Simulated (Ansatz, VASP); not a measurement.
# Cross-check of K (K(111)) between VASP and Ansatz, part 3 of 3

Aim: how closely do two programs agree when they are given the same cell, functional and k mesh?

VASP 6.6.1 and Ansatz 0.2.0.

So far: Starting point; Ansatz: single point, PBEsol; VASP: single point, PBEsol; Side by side; Ansatz: single point, LDA; VASP: single point, LDA.

## (8) VASP: single point, RPBE

Level of this step: RPBE; plane waves and PAW (K_pv) (VASP).

A single point gives forces, pressure and levels at one fixed geometry, so differences don't come from the geometry; what else differs is listed under the comparison.

Contents of INCAR:

```
SYSTEM = K
PREC = Normal
ENCUT = 350
EDIFF = 1E-06
NELM = 120
ISMEAR = 1
SIGMA = 0.1
LREAL = .FALSE.
ALGO = Normal
GGA = RP
NBANDS = 49
LORBIT = 11
LWAVE = .FALSE.
LCHARG = .FALSE.
KPAR = 4
IDIPOL = 3
LDIPOL = .TRUE.
DIPOL = 0.5 0.5 0.5
LVHAR = .TRUE.
LVACPOTAV = .TRUE.
```

Contents of POSCAR:

```
K
1.0
    7.3963369312      0.0000000000      0.0000000000
    3.6981684656      6.4054156774      0.0000000000
    0.0000000000      0.0000000000     33.0977095393
K
11
Direct
    0.6666666667      0.6666666667      0.2719221398
    0.0000000000      0.0000000000      0.3175377118
    0.3333333333      0.3333333333      0.3631532839
    0.6666666667      0.6666666667      0.4087688559
    0.0000000000      0.0000000000      0.4543844280
    0.3333333333      0.3333333333      0.5000000000
    0.6666666667      0.6666666667      0.5456155720
    0.0000000000      0.0000000000      0.5912311441
    0.3333333333      0.3333333333      0.6368467161
    0.6666666667      0.6666666667      0.6824622882
    0.0000000000      0.0000000000      0.7280778602
```

Contents of KPOINTS:

```
Automatic mesh
0
Gamma
6 6 1
0 0 0
```

Potentials, in the order of the species: K_pv (PBE family, release 64).

Command:

```console
$ mpirun -np 4 vasp_std
```

Numbers of over 12 decimals in the logs are rounded to 6 here.

What it wrote:

```text
[banner, memory and clock lines left out]
running    4 mpi-ranks, on    1 nodes
[...]
[... a notice as in an earlier step ...]

 LDA part: xc-table for (Slater+PW92), standard interpolation
 POSCAR, INCAR and KPOINTS ok, starting setup
[...]
entering main loop
       N       E                     dE             d eps       ncg     rms          rms(c)
DAV:   1     0.153433678786E+03    0.15343E+03   -0.26381E+04  1022   0.798E+02
DAV:   2    -0.347300120732E+01   -0.15691E+03   -0.15152E+03   749   0.160E+02
DAV:   3    -0.947071353179E+01   -0.59977E+01   -0.56906E+01   804   0.256E+01
DAV:   4    -0.973598940696E+01   -0.26528E+00   -0.26435E+00   860   0.468E+00
[...]
DAV:  20    -0.930203554205E+01   -0.16793E-05   -0.12487E-07   513   0.691E-04    0.290E-04
DAV:  21    -0.930204324995E+01   -0.77079E-05   -0.42421E-07   478   0.109E-03    0.212E-04
DAV:  22    -0.930204385143E+01   -0.60148E-06   -0.98768E-09   463   0.260E-04
 [... a notice as in an earlier step ...]

   1 F= -.93020439E+01 E0= -.93041156E+01  d E =0.621522E-02
```

Parts of OUTCAR (step 8):

```text
  Total        1.7522312      1.7522312      1.1485102      0.0000000      0.0000000      0.0000000
  in kB        1.7903587      1.7903587      1.1735010      0.0000000      0.0000000      0.0000000
  external PRESSURE =       1.5847395 kB  Pullay stress =       0.0000000 kB

 POSITION                                       TOTAL-FORCE (eV/Angst)
 -----------------------------------------------------------------------------------
      7.39634      4.27028      9.00000         0.000000      0.000000     -0.025444
      0.00000      0.00000     10.50977        -0.000000      0.000000     -0.004797
      3.69817      2.13514     12.01954        -0.000000      0.000000     -0.069951
      7.39634      4.27028     13.52931        -0.000000     -0.000000     -0.012013
      0.00000      0.00000     15.03908        -0.000000     -0.000000     -0.004436
      3.69817      2.13514     16.54885        -0.000000     -0.000000     -0.000000
      7.39634      4.27028     18.05863        -0.000000     -0.000000      0.004436
      0.00000      0.00000     19.56840        -0.000000      0.000000      0.012013
      3.69817      2.13514     21.07817        -0.000000     -0.000000      0.069951
      7.39634      4.27028     22.58794         0.000000     -0.000000      0.004797
      0.00000      0.00000     24.09771        -0.000000     -0.000000      0.025444
 -----------------------------------------------------------------------------------
    total drift:                               -0.000000     -0.000000     -0.000000

  FREE ENERGIE OF THE ION-ELECTRON SYSTEM (eV)
  ---------------------------------------------------
  free  energy   TOTEN  =        -9.3020438514 eV

  energy  without entropy=       -9.3082590741  energy(sigma->0) =       -9.30411559

[... 2 parts as in an earlier step ...]

[... 1 further part left out ...]
[key lines of the parts left out:]
E-fermi :  -1.4738
```

## (9) Ansatz: single point, RPBE

The same cell, functional, mesh and smearing now go to Ansatz, which takes its cutoff from its data sets.

Contents of input.yaml:

```yaml
crystal:
  lattice:
    - [7.3963369312, 0.0, 0.0]
    - [3.6981684656, 6.4054156774, 0.0]
    - [0.0, 0.0, 33.0977095393]
  atoms:
    - { symbol: K, position: [0.6666666667, 0.6666666667, 0.2719221398] }
    - { symbol: K, position: [0.0, 0.0, 0.3175377118] }
    - { symbol: K, position: [0.3333333333, 0.3333333333, 0.3631532839] }
    - { symbol: K, position: [0.6666666667, 0.6666666667, 0.4087688559] }
    - { symbol: K, position: [0.0, 0.0, 0.454384428] }
    - { symbol: K, position: [0.3333333333, 0.3333333333, 0.5] }
    - { symbol: K, position: [0.6666666667, 0.6666666667, 0.545615572] }
    - { symbol: K, position: [0.0, 0.0, 0.5912311441] }
    - { symbol: K, position: [0.3333333333, 0.3333333333, 0.6368467161] }
    - { symbol: K, position: [0.6666666667, 0.6666666667, 0.6824622882] }
    - { symbol: K, position: [0.0, 0.0, 0.7280778602] }
hamiltonian:
  xc: rpbe
  pseudopotentials: { kind: paw }
kpoints:
  mp_grid: { grid: [6, 6, 1] }
scf:
  occupations: { method: methfessel_paxton, width: 0.1 }
  n_extra_bands: 6
efield:
  axis: 3
  dipole_correction: true
  ramp_width: 0.04
output:
  forces: true
  eigenvalues: true
  write_density: true
  write_potential: true
  elf: true
  volumetric_format: npy
```

Command:

```console
$ ansatz run input.yaml --threads 4 --pin off --max-ram 9216MiB --backend cpu --events-out ev --progress --plain --runs-dir out
```

What it wrote:

```text
[...]
Crystal: 11 atoms, lattice volume = 1568.057 Å³
Basis set: ecut = 420 eV, 30747 PW (Γ), exchange–correlation on 100×100×450 points (8 copies of the dense FFT grid, shifted against one another)
Bands: 56, of which v1, the nominal top of the filled ones, is band 50 counted from 1 (49 counted from 0)
Symmetry: 6 space group operations
[...]
k-point 1: bands = [... 46 lower, -1.1234, -0.4851, 0.1925, 0.4944, 0.7415, 0.8369, 0.9628, 1.0103, ... 2 higher]
  k-point 2: bands = [... 46 lower, -0.8062, -0.3452, -0.1980, -0.0492, 0.3639, 0.4840, 0.7061, 0.7945, ... 2 higher]
  k-point 6: bands = [... 46 lower, -0.7314, -0.4929, -0.4929, -0.3874, -0.0380, -0.0380, 0.1120, 0.5403, ... 2 higher]
[key lines of the parts left out:]
SCF converged after 9 iterations
Free energy (F): -16962.132483 eV
Fermi energy:    0.048735 eV
Dipole field:    D = 0.000002 V/Å  (p = 0.000014 e·Å, saw-weighted, corrected)
Work function:   Φ+ = 2.0380 eV   Φ− = 2.0380 eV
```

It took 23 s on 4 threads of Arm Neoverse V1, shared host; peak memory 2.3 GiB.

## (10) Side by side

The two programs side by side:

```csv
quantity,Ansatz,VASP,difference
"work function, lower of the two faces (eV)",2.04,2.04,0.00
"work function, higher of the two faces (eV)",2.04,2.04,0.00
```

VASP's log warns that it found no field-free region in the vacuum, so its work functions are uncertain.

## (11) Results

```json
{"difference in work function, lower of the two faces (single point, PBEsol)": "-4.5e-4 eV", "r.m.s. force difference (single point, LDA)": "0.36 meV/Å", "difference in work function, higher of the two faces (single point, RPBE)": "0.0012 eV"}
```

**Reading.** The r.m.s. force difference is 0.36 meV/Å (single point, LDA), within the 12 meV/Å picked in this series as the mark of a large difference. 1 further run of this series is not shown here. Such differences can come from data sets, numerical settings and the points named under the comparisons, not from the functional's error against experiment.

[Lines on the potential files, build, host, timing and source positions are cut from VASP's logs without a mark.]

[Logs are printed without paths, hosts, clocks, repeated set-up lines and the standing remarks that a program may print on its own settings, such as how far it seeks lower states.]

[Hosts, paths, dates, database ids (printed as entryN), source tags and the programs' standing remarks are cut or masked in the printed files.]
